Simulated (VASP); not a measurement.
```yaml
crystal:
  lattice:
    - [3.94530, 0.00000, 0.00000]
    - [0.00000, 3.94530, 0.00000]
    - [0.00000, 0.00000, 3.94530]
  atoms:
    - { symbol: Ti, position: [0.00000, 0.00000, 0.00000] }
    - { symbol: Pt, position: [0.00000, 0.50000, 0.50000] }
    - { symbol: Pt, position: [0.50000, 0.00000, 0.50000] }
    - { symbol: Pt, position: [0.50000, 0.50000, 0.00000] }
```

Level of theory: PBE GGA with spin-orbit coupling, VASP's PBE PAW potentials (set 64) (plane waves; VASP). Run with 400 eV cut-off, 7×7×7 Γ-centred mesh, Gaussian smearing of 0.050 eV, potentials Ti_sv Pt.

Task: Give the energies of bands 35 to 48 at the high-symmetry points, in eV from the Fermi level.

Result: 
```
band      Γ      X      M      R
----  -----  -----  -----  -----
35    -0.40  -2.44  -2.99  -0.96
36    -0.40  -2.44  -2.99  -0.96
37     0.04  -2.41  -2.26  -0.96
38     0.04  -2.41  -2.26  -0.96
39     0.04  -1.20  -2.09  -0.77
40     0.04  -1.20  -2.09  -0.77
41     1.19  -0.19  -2.04  -0.30
42     1.19  -0.19  -2.04  -0.30
43     1.19  -0.16   0.17  -0.30
44     1.19  -0.16   0.17  -0.30
45     1.39  -0.01   0.27  -0.20
46     1.39  -0.01   0.27  -0.20
47     1.39   0.47   0.38   0.65
48     1.39   0.47   0.38   0.65
```

It has no gap at this level: it comes out as a metal or semimetal.

The compound is Pt3Ti in the L1_2 structure. It was relaxed first.
